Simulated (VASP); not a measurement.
VASP runs on AlP (space group F-43m) share one base input (PBE GGA, plane waves, VASP's PBE PAW potentials (set 64)) and change the settings named in each case.

### KPOINTS
```
Regular mesh
0
G
 10 10 10
```

### POSCAR
```
AlP
1
    0.0000000000     2.7364850000     2.7364850000
    2.7364850000     0.0000000000     2.7364850000
    2.7364850000     2.7364850000     0.0000000000
Al P
1 1
Direct
  0.0000000000   0.0000000000   0.0000000000
  0.7500000000   0.7500000000   0.7500000000
```

INCAR:
```
ALGO  =  Normal
EDIFF  =  1E-6
ENCUT  =  300
GGA  =  PE
ISIF  =  2
ISMEAR  =  0
LASPH  =  .True.
LCHARG  =  .False.
LREAL  =  .False.
LWAVE  =  .False.
NELM  =  100
PREC  =  Accurate
SIGMA  =  0.01
SYSTEM  =  AlP
```

POTCAR, in this order: Al P (PBE.64 set). Program: vasp_std.

```tsv
change	E(σ→0) (eV/atom)	pressure (GPa)
base run	-5.1845	1.43
KPOINTS 1×1×1 Γ-centred mesh	1.4502	30.39
KPOINTS 2×2×2 Γ-centred mesh	-4.2735	7.39
KPOINTS 3×3×3 Γ-centred mesh	-4.9969	2.83
KPOINTS 4×4×4 Γ-centred mesh	-5.1365	1.83
KPOINTS 5×5×5 Γ-centred mesh	-5.1708	1.56
KPOINTS 6×6×6 Γ-centred mesh	-5.1803	1.48
KPOINTS 7×7×7 Γ-centred mesh	-5.1831	1.45
KPOINTS 8×8×8 Γ-centred mesh	-5.1840	1.44
KPOINTS 12×12×12 Γ-centred mesh	-5.1845	1.44
KPOINTS 14×14×14 Γ-centred mesh	-5.1845	1.43
KPOINTS 16×16×16 Γ-centred mesh	-5.1845	1.43
KPOINTS 20×20×20 Γ-centred mesh	-5.1845	1.43
```
 Energies of different potentials or functionals have different zeros.

Left out are runs that ran out of time, are held back, or changed the cell or the kind of run, fixed moments of cells without a moment, rows past the twelfth, gaps on odd meshes, pressures of charged cells and columns that move by less than the noise.

The structure comes from a computed database's AlP entry; how it stands against other phases isn't given here. The cell was not relaxed at this level.
